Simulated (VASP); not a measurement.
Given:

```
CELL_PARAMETERS angstrom
      3.24506     0.00000     0.00000
     -1.62253     2.81031     0.00000
      0.00000     0.00000     5.27978
ATOMIC_POSITIONS crystal
  Ga 0.66667 0.33333 0.49910
  Ga 0.33333 0.66667 0.99910
  N  0.66667 0.33333 0.87590
  N  0.33333 0.66667 0.37590
```

Calculation: PBE GGA, VASP's PBE PAW potentials (set 64) (plane waves; VASP). Run with 480 eV cut-off, 7×7×4 Γ-centred mesh, Gaussian smearing of 0.050 eV, potentials Ga N.

Task: Estimate the energy per atom (σ→0).

Result: 
| Item | Value |
|---|---|
| energy per atom (σ→0) | -6.086 eV/atom |

The structure comes from a computed database's GaN entry (P6_3mc); how it stands against other phases isn't given here. It was relaxed first, which changed the volume by +5 %. The start is the result of an earlier pass.
